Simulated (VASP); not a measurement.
Data:

```
Yb
1.0
    0.00000     2.66370     2.66370
    2.66370     0.00000     2.66370
    2.66370     2.66370     0.00000
Yb
1
Direct
  0.00000   0.00000   0.00000
```

The numbers are results of rev-vdW-DF2, VASP's PBE PAW potentials (set 64) (plane waves; VASP), not measurements. Numerical set-up: 520 eV cut-off, 9×9×9 Γ-centred mesh, Gaussian smearing of 0.050 eV, potentials Yb_2.

The 4f electrons are frozen in the core of the lanthanide potential, so 4f levels, which can set the real gap, and their magnetism are missing.

Question: Give the energy at these volumes per atom, relative to the lowest: 35.17, 36.30, 37.42, 38.54, 39.66 Å³.

Answer: 10.9, 3.3, 0.0, 0.6, 4.5 meV/atom. A third-order Birch-Murnaghan fit gives B0 = 17.6 GPa and B0′ = 3.5.

Measured: bulk modulus 16.3 GPa (computed value off by +7.9 %), as given by doi:10.1007/BF02743909 (ytterbium under pressure), abstract; a 5.485 Å at 293 K (computed value off by -2.9 %), as given by Wikipedia, Ytterbium (infobox). The calculation is for a static lattice, while the measured bulk modulus, a hold thermal and zero-point effects, which are part of the difference.

The compound is Yb in the fcc structure. It was relaxed first, which changed the volume by -8 %.
